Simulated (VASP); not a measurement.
VASP input:

### POSCAR
```
InP
1
    0.0000000000     2.9350000000     2.9350000000
    2.9350000000     0.0000000000     2.9350000000
    2.9350000000     2.9350000000     0.0000000000
In P
1 1
Direct
  0.0000000000   0.0000000000   0.0000000000
  0.2500000000   0.2500000000   0.2500000000
```

INCAR:
```
SYSTEM = InP
PREC = Accurate
ENCUT = 520
EDIFF = 1E-6
NELM = 100
ALGO = Normal
LREAL = .FALSE.
LASPH = .TRUE.
ISMEAR = 0
SIGMA = 0.05
GGA = RE
LMAXMIX = 4
LWAVE = .FALSE.
LCHARG = .FALSE.
IBRION = 2
ISIF = 3
NSW = 60
EDIFFG = -0.01
```

### KPOINTS
```
Automatic mesh
0
G
 7 7 7
0 0 0
```

POTCAR, in this order: In_d P (PBE.64 set). Program: vasp_std.

**Question.** Write an equivalent input for Quantum ESPRESSO's pw.x.

**Answer.** One equivalent input (not run):
```
&CONTROL
  calculation = 'vc-relax'
  pseudo_dir = './pseudo'
  outdir = './out'
  tprnfor = .true.
  tstress = .true.
  nstep = 60
  forc_conv_thr = 0.00039
/
&SYSTEM
  ibrav = 0
  nat = 2
  ntyp = 2
  ecutwfc = 70
  occupations = 'smearing'
  smearing = 'gaussian'
  degauss = 0.003675
  input_dft = 'revpbe'
/
&ELECTRONS
  conv_thr = 7.3e-08
  electron_maxstep = 100
/
&IONS
/
&CELL
/
ATOMIC_SPECIES
  In 114.818 In.upf
  P 30.974 P.upf
CELL_PARAMETERS angstrom
     0.0000000    2.9350000    2.9350000
     2.9350000    0.0000000    2.9350000
     2.9350000    2.9350000    0.0000000
ATOMIC_POSITIONS crystal
  In   0.0000000  0.0000000  0.0000000
  P    0.2500000  0.2500000  0.2500000
K_POINTS automatic
  7 7 7 0 0 0
```
What does not carry over: the potentials are each code's own (VASP's PAW set, PseudoDojo norm-conserving files in pw.x), so ENCUT and ecutwfc are chosen apart and not converted; conv_thr bounds pw.x's estimated SCF error, while EDIFF bounds the energy change between steps; forc_conv_thr acts on force components and is met together with etot_conv_thr.

The compound is InP in the zinc blende structure. This run relaxes it. Symmetry was kept, so distortions that lower it aren't found.
